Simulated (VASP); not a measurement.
An input for Quantum ESPRESSO's pw.x (written as the equivalent of a VASP run, and not itself run):

```
&CONTROL
  calculation = 'scf'
  pseudo_dir = './pseudo'
  outdir = './out'
  tprnfor = .true.
  tstress = .true.
/
&SYSTEM
  ibrav = 0
  nat = 1
  ntyp = 1
  ecutwfc = 92
  occupations = 'smearing'
  smearing = 'fermi-dirac'
  degauss = 0.009996
  input_dft = 'pbe'
/
&ELECTRONS
  conv_thr = 7.3e-08
  electron_maxstep = 100
/
ATOMIC_SPECIES
  Cu 63.546 Cu.upf
CELL_PARAMETERS angstrom
     0.0000000    1.8050000    1.8050000
     1.8050000    0.0000000    1.8050000
     1.8050000    1.8050000    0.0000000
ATOMIC_POSITIONS crystal
  Cu   0.0000000  0.0000000  0.0000000
K_POINTS automatic
  21 21 21 0 0 0
```

Task: Translate this input to VASP (INCAR, KPOINTS, POSCAR, choice of POTCAR).

Result: This is not unique; one that fits is 
File KPOINTS:
```
Automatic mesh
0
Gamma
21 21 21
0 0 0
```

**POSCAR**
```
Cu
1
    0.0000000000     1.8050000000     1.8050000000
    1.8050000000     0.0000000000     1.8050000000
    1.8050000000     1.8050000000     0.0000000000
Cu
1
Direct
  0.0000000000   0.0000000000   0.0000000000
```

### INCAR
```
SYSTEM = Cu
PREC = Accurate; ENCUT = 300; LREAL = .FALSE.
LASPH = .TRUE.
EDIFF = 1E-6; NELM = 100; ALGO = Normal
LMAXMIX = 4
ISMEAR = -1; SIGMA = 0.136
GGA = PE
ISIF = 2
LWAVE = .FALSE.; LCHARG = .FALSE.
```

POTCAR, in this order: Cu (PBE.64 set). Program: vasp_std.

The two are equivalent in intent, not identical: the potentials are each code's own (VASP's PAW set, PseudoDojo norm-conserving files in pw.x), so ENCUT and ecutwfc are chosen apart and not converted; conv_thr bounds pw.x's estimated SCF error, while EDIFF bounds the energy change between steps.

The structure is a typed Cu crystal. The cell was not relaxed at this level.
